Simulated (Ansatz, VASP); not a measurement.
# Cross-check of Ta15H (S3(112) boundary in bcc Ta with H (interstitial)) between VASP and Ansatz, part 2 of 3

One calculation is typed for both programs; each brings its own data sets. How far apart do they land? Of the first pair: The structure shown is the start of the Ansatz relaxation below; VASP solves that cell, so the two are compared at the walk's first step.

VASP 6.6.1 and Ansatz 0.2.0.

So far: The starting structure; Ansatz: relaxation, PBE.

### 3. VASP: single point, PBE, start cell, pair 1

Level of this step: PBE; plane waves and PAW (Ta_pv, H) (VASP).

The same cell, functional, mesh and smearing now go to VASP, with its own data sets.

Lines of VASP's logs that name or quote its potential files are left out, and so is its time.

Contents of INCAR:

```
SYSTEM = Ta15H
PREC = Accurate
ENCUT = 400
EDIFF = 1E-06
NELM = 120
ISMEAR = -1
SIGMA = 0.1
LREAL = .FALSE.
ALGO = Normal
GGA = PE
NBANDS = 102
LASPH = .TRUE.
LORBIT = 11
LWAVE = .FALSE.
LCHARG = .FALSE.
ISIF = 2
GGA_COMPAT = .FALSE.
KPAR = 4
```

Contents of POSCAR:

```
Ta15H
1.0
    2.8601008575      0.0000000000      0.0000000000
    0.0000000000      4.6705251426      0.0000000000
    0.0000000000      0.0000000000     29.8757026388
Ta H
15 1
Direct
    0.0000000000      0.0000000000      0.1673600805
    0.3333333499      0.5000000918      0.2124891949
    0.6666666999      0.0000000000      0.2576183427
    0.0000000000      0.5000000918      0.3027474570
    0.3333333499      0.0000000000      0.3478766048
    0.6666666999      0.5000000918      0.3930057191
    0.0000000000      0.0000000000      0.4381348669
    0.6666666999      0.5000000918      0.4832639813
    0.3333333499      0.0000000000      0.5283931291
    0.0000000000      0.5000000918      0.5735222434
    0.6666666999      0.0000000000      0.6186513912
    0.3333333499      0.5000000918      0.6637805055
    0.0000000000      0.0000000000      0.7089096533
    0.6666666999      0.5000000918      0.7540387676
    0.3333333499      0.0000000000      0.7991679154
    0.1666665002      0.4166666361      0.4381348669
```

Contents of KPOINTS:

```
Automatic mesh
0
Gamma
8 5 1
0 0 0
```

The projector-augmented-wave data sets are Ta_pv and H (PBE family, release 64).

The run is started by

```bash
> mpirun -np 4 vasp_std
```

Numbers of over 12 decimals in the logs are rounded to 6 here.

Output:

```text
[banner, memory and clock lines left out]
running    4 mpi-ranks, on    1 nodes
 distrk:  each k-point on    1 cores,    4 groups
 distr:  one band on    1 cores,    1 groups

 POSCAR found type information on POSCAR TaH
 POSCAR found :  2 types and      16 ions
 LDA part: xc-table for (Slater+PW92), standard interpolation
 POSCAR, INCAR and KPOINTS ok, starting setup
 FFT: planning ... GRIDC
 FFT: planning ... GRID_SOFT
 FFT: planning ... GRID
 WAVECAR not read
 entering main loop
       N       E                     dE             d eps       ncg     rms          rms(c)
DAV:   1     0.155143787606E+04    0.15514E+04   -0.83013E+04  4860   0.133E+03
DAV:   2    -0.105354200295E+03   -0.16568E+04   -0.16119E+04  4786   0.431E+02
DAV:   3    -0.186019573632E+03   -0.80665E+02   -0.76968E+02  5554   0.826E+01
DAV:   4    -0.189440195338E+03   -0.34206E+01   -0.33572E+01  5608   0.153E+01
DAV:   5    -0.189572804398E+03   -0.13261E+00   -0.13184E+00  5896   0.258E+00    0.531E+01
DAV:   6    -0.423007972042E+03   -0.23344E+03   -0.16183E+03  6602   0.112E+02    0.637E+01
DAV:   7    -0.221173236639E+03    0.20183E+03   -0.35024E+03  6472   0.610E+01    0.488E+01
DAV:   8    -0.206589815714E+03    0.14583E+02   -0.51312E+02  5480   0.503E+01    0.251E+01
DAV:   9    -0.422931891124E+03   -0.21634E+03   -0.20987E+03  6778   0.817E+01    0.587E+01
DAV:  10    -0.163870465468E+03    0.25906E+03   -0.79567E+02  5860   0.443E+01    0.195E+01
DAV:  11    -0.177475256577E+03   -0.13605E+02   -0.23754E+02  5608   0.270E+01    0.120E+01
DAV:  12    -0.179393376632E+03   -0.19181E+01   -0.40755E+01  5632   0.172E+01    0.118E+01
DAV:  13    -0.178914048354E+03    0.47933E+00   -0.68827E+00  5344   0.926E+00    0.105E+01
DAV:  14    -0.178324284156E+03    0.58976E+00   -0.12442E+00  5384   0.448E+00    0.938E+00
[...]
DAV:  29    -0.175993921349E+03   -0.64522E-03   -0.23465E-03  4944   0.187E-01    0.740E-02
DAV:  30    -0.175994205505E+03   -0.28416E-03   -0.25859E-04  5256   0.423E-02    0.624E-02
DAV:  31    -0.175994515989E+03   -0.31048E-03   -0.30908E-04  4920   0.476E-02    0.378E-02
DAV:  32    -0.175994595572E+03   -0.79583E-04   -0.92563E-05  5136   0.272E-02    0.172E-02
DAV:  33    -0.175994587477E+03    0.80951E-05   -0.22189E-05  3928   0.185E-02    0.962E-03
DAV:  34    -0.175994599384E+03   -0.11907E-04   -0.88686E-06  3904   0.130E-02    0.149E-02
DAV:  35    -0.175994597544E+03    0.18405E-05   -0.61558E-06  3416   0.778E-03    0.938E-03
DAV:  36    -0.175994596834E+03    0.70955E-06   -0.71489E-06  3384   0.864E-03
   1 F= -.17599460E+03 E0= -.17567614E+03  d E =-.636913E+00
```

Parts of OUTCAR (step 3):

```text
ion  position               nearest neighbor table
   1  0.000  0.000  0.167-   2 2.86   3 2.86   2 2.86   2 3.30   2 3.30   3 3.30
   2  0.333  0.500  0.212-   1 2.86   3 2.86   4 2.86   1 2.86   3 2.86   1 3.30   3 3.30   4 3.30
                             1 3.30   3 3.30
   3  0.667  0.000  0.258-   4 2.86   2 2.86   1 2.86   5 2.86   4 2.86   2 2.86   4 3.30   2 3.30
                             5 3.30   1 3.30   4 3.30   2 3.30
   4  0.000  0.500  0.303-   3 2.86   5 2.86   6 2.86   2 2.86   3 2.86   5 2.86   3 3.30   5 3.30
                             2 3.30   6 3.30   3 3.30   5 3.30
   5  0.333  0.000  0.348-   6 2.86   4 2.86   7 2.86   3 2.86   6 2.86   4 2.86   6 3.30   4 3.30
                             3 3.30   7 3.30   6 3.30   4 3.30
   6  0.667  0.500  0.393-  16 2.00  16 2.00   8 2.70   5 2.86   7 2.86   4 2.86   5 2.86   7 2.86
                             5 3.30   7 3.30   5 3.30   4 3.30   7 3.30
   7  0.000  0.000  0.438-  16 2.00   8 2.86   6 2.86   5 2.86   9 2.86   8 2.86   6 2.86   8 3.30
                             6 3.30   5 3.30   9 3.30   8 3.30   6 3.30
   8  0.667  0.500  0.483-  16 2.00  16 2.00   6 2.70   7 2.86   9 2.86  10 2.86   7 2.86   9 2.86
                             7 3.30   9 3.30  10 3.30   7 3.30   9 3.30
   9  0.333  0.000  0.528-  10 2.86   8 2.86  11 2.86   7 2.86  10 2.86   8 2.86  10 3.30   8 3.30
                            11 3.30   7 3.30  10 3.30   8 3.30
  10  0.000  0.500  0.574-   9 2.86  11 2.86   8 2.86  12 2.86   9 2.86  11 2.86   9 3.30  11 3.30
                            12 3.30   9 3.30   8 3.30  11 3.30
  11  0.667  0.000  0.619-  12 2.86  10 2.86  13 2.86   9 2.86  12 2.86  10 2.86  12 3.30  10 3.30
                             9 3.30  12 3.30  13 3.30  10 3.30
  12  0.333  0.500  0.664-  11 2.86  13 2.86  10 2.86  14 2.86  11 2.86  13 2.86  11 3.30  13 3.30
                            14 3.30  10 3.30  11 3.30  13 3.30
  13  0.000  0.000  0.709-  14 2.86  12 2.86  11 2.86  15 2.86  14 2.86  12 2.86  14 3.30  12 3.30
                            15 3.30  11 3.30  14 3.30  12 3.30
  14  0.667  0.500  0.754-  13 2.86  15 2.86  12 2.86  13 2.86  15 2.86  13 3.30  15 3.30  12 3.30
                            13 3.30  15 3.30
  15  0.333  0.000  0.799-  14 2.86  13 2.86  14 2.86  14 3.30  13 3.30  14 3.30
  16  0.167  0.417  0.438-   8 2.00   7 2.00   6 2.00   8 2.00   6 2.00

  LATTYP: Found a simple orthorhombic cell.
 ALAT       =     2.8601008575
 B/A-ratio  =     1.6329931619
 C/A-ratio  =    10.4456815082

 Subroutine GETGRP returns: Found  1 space group operations
 (whereof  1 operations were pure point group operations)

The static configuration has the point symmetry C_1 .

 Found     21 irreducible k-points:

   k-points           NKPTS =     21   k-points in BZ     NKDIM =     21   number of bands    NBANDS=    102

   dimension x,y,z NGX =    20 NGY =   30 NGZ =  196
   dimension x,y,z NGXF=    40 NGYF=   60 NGZF=  392

   ENCUT  =  400.0 eV  29.40 Ry    5.42 a.u.   4.66  7.62 48.72*2*pi/ulx,y,z

   NELECT =     166.0000    total number of electrons

 k-points in reciprocal lattice and weights: Automatic mesh
   0.00000000  0.00000000  0.00000000       0.025
   0.12500000  0.00000000  0.00000000       0.050
   0.25000000  0.00000000  0.00000000       0.050
   0.37500000  0.00000000  0.00000000       0.050
   0.50000000  0.00000000  0.00000000       0.025
   0.00000000  0.20000000  0.00000000       0.050
   0.12500000  0.20000000  0.00000000       0.050
   0.12500000 -0.20000000  0.00000000       0.050
   0.25000000  0.20000000  0.00000000       0.050
[...]
0.37500000 -0.40000000  0.00000000       0.050
   0.50000000  0.40000000  0.00000000       0.050

 average (electrostatic) potential at core
       1 -39.9635       2 -39.5012       3 -39.3702       4 -39.2600       5 -39.2834
       6 -39.3220       7 -39.3588       8 -39.3418       9 -39.2675      10 -39.2164
      11 -39.2265      12 -39.2571      13 -39.3586      14 -39.4933      15 -39.9598
      16 -35.8088

 E-fermi :   2.6967

 k-point     1 :       0.0000    0.0000    0.0000
  band No.  band energies     occupation
    ...
     78       2.1942      1.98694
     79       2.3662      1.92917
     80       2.3800      1.91910
     81       2.6306      1.31888
     82       2.6660      1.15196
     83       2.8903      0.25196
     84       2.9786      0.11258
     85       2.9970      0.09451
     86       3.0404      0.06228
     87       3.1643      0.01846
    ...

 k-point     2 :       0.1250    0.0000    0.0000
  band No.  band energies     occupation
    ...
     78       2.1977      1.98648
     79       2.4528      1.83945
     80       2.5924      1.47853
     81       2.6440      1.25754
     82       2.7744      0.62985
     83       2.8764      0.28430
     84       2.9346      0.16953
     85       2.9639      0.12929
     86       3.0121      0.08186
     87       3.0522      0.05552
    ...

 k-point     3 :       0.2500    0.0000    0.0000
  band No.  band energies     occupation
    ...
     81       2.4374      1.86075
     82       2.4590      1.83002
     83       2.4939      1.76735
     84       2.6236      1.34985
     85       2.6676      1.14439
     86       2.8327      0.40838
     87       3.2163      0.01101
     88       3.6297      0.00018
     89       3.7021      0.00009
     90       3.8329      0.00002
    ...

  Total        0.8960367      1.2792157      3.8818006     -0.0719705      0.0014655     -0.0872458
  in kB        3.5972546      5.1355760     15.5839882     -0.2889350      0.0058834     -0.3502594
  external PRESSURE =       8.1056063 kB  Pullay stress =       0.0000000 kB

  energy-cutoff  :      400.00
  volume of cell :      399.08
      direct lattice vectors                 reciprocal lattice vectors
     2.860100857  0.000000000  0.000000000     0.349638020  0.000000000  0.000000000
     0.000000000  4.670525143  0.000000000     0.000000000  0.214108686  0.000000000
     0.000000000  0.000000000 29.875702639     0.000000000  0.000000000  0.033472016

 POSITION                                       TOTAL-FORCE (eV/Angst)
 -----------------------------------------------------------------------------------
      0.00000      0.00000      5.00000        -0.372503      0.001368      1.042816
      0.95337      2.33526      6.34826         0.372353      0.002291     -0.571838
      1.90673      0.00000      7.69653        -0.082532     -0.014524     -0.679304
      0.00000      2.33526      9.04479        -0.023133      0.013638      0.185879
      0.95337      0.00000     10.39306         0.135900     -0.015454     -0.205426
      1.90673      2.33526     11.74132        -0.057523      0.226926     -2.084021
      0.00000      0.00000     13.08959         0.434529     -0.415410      0.053380
      1.90673      2.33526     14.43785        -0.201511      0.214467      2.009585
      0.95337      0.00000     15.78612         0.129877     -0.016435      0.068406
      0.00000      2.33526     17.13438         0.045463      0.017926     -0.032388
      1.90673      0.00000     18.48265        -0.088759     -0.013730     -0.017333
      0.95337      2.33526     19.83091        -0.012686      0.003365     -0.056185
      0.00000      0.00000     21.17917        -0.019666      0.000933      0.788509
      1.90673      2.33526     22.52744         0.350719     -0.002523      0.505673
      0.95337      0.00000     23.87570        -0.341544      0.001799     -1.022788
      0.47668      1.94605     13.08959        -0.268984     -0.004637      0.015033
 -----------------------------------------------------------------------------------
    total drift:                                0.000223     -0.000011     -0.001144

  FREE ENERGIE OF THE ION-ELECTRON SYSTEM (eV)
  ---------------------------------------------------
  free  energy   TOTEN  =      -175.9945968340 eV

  energy  without entropy=     -175.3576840423  energy(sigma->0) =     -175.67614044

 total charge
# of ion       s       p       d       tot
------------------------------------------
    1        0.387   6.047   2.367   8.801
    2        0.372   6.138   2.367   8.877
    3        0.369   6.175   2.369   8.914
    4        0.370   6.175   2.386   8.932
    5        0.369   6.175   2.382   8.926
    6        0.373   6.189   2.476   9.038
    7        0.363   6.194   2.408   8.965
    8        0.374   6.189   2.475   9.037
    9        0.370   6.169   2.394   8.933
   10        0.371   6.172   2.395   8.937
   11        0.371   6.170   2.394   8.935
   12        0.371   6.171   2.392   8.935
   13        0.369   6.175   2.370   8.915
   14        0.371   6.138   2.367   8.877
   15        0.388   6.047   2.366   8.801
   16        0.573   0.033   0.000   0.606
--------------------------------------------------
tot          6.161  92.356  35.909 134.427

[... 3 further parts left out ...]
```

### 4. Comparison

Known differences besides the potentials themselves: the data sets hold 196 valence electrons in Ansatz (on its PAW soft_1 files) and 166 in VASP; the cutoff is 420 eV in Ansatz and 400 eV in VASP. Total energies have different zeros and are not compared.

Forces on 8 of the 16 atoms, those with the largest forces and the largest differences (eV/Å; atoms numbered as in POSCAR):

```tsv
atom	Ansatz x, y, z	VASP x, y, z
Ta1	-0.374, 0.001, 1.042	-0.373, 0.001, 1.043
Ta2	0.377, 0.002, -0.566	0.372, 0.002, -0.572
Ta3	-0.085, -0.014, -0.674	-0.083, -0.015, -0.679
Ta6	-0.059, 0.222, -2.065	-0.058, 0.227, -2.084
Ta7	0.439, -0.405, 0.053	0.435, -0.415, 0.053
Ta8	-0.203, 0.210, 1.990	-0.202, 0.214, 2.010
Ta13	-0.022, 0.001, 0.783	-0.020, 0.001, 0.789
Ta15	-0.343, 0.002, -1.023	-0.342, 0.002, -1.023
```

The forces differ by 4.9 meV/Å r.m.s., which is 0.9 % of the r.m.s. force of 0.529 eV/Å (both taken over all components).

[end of part 2 of 3]

[Lines on the potential files, build, host, timing and source positions are cut from VASP's logs without a mark.]

[Logs are printed without paths, hosts, clocks, repeated set-up lines and the standing remarks that a program may print on its own settings, such as how far it seeks lower states.]

[Hosts, paths, dates, database ids (printed as entryN), source tags and the programs' standing remarks are cut or masked in the printed files.]
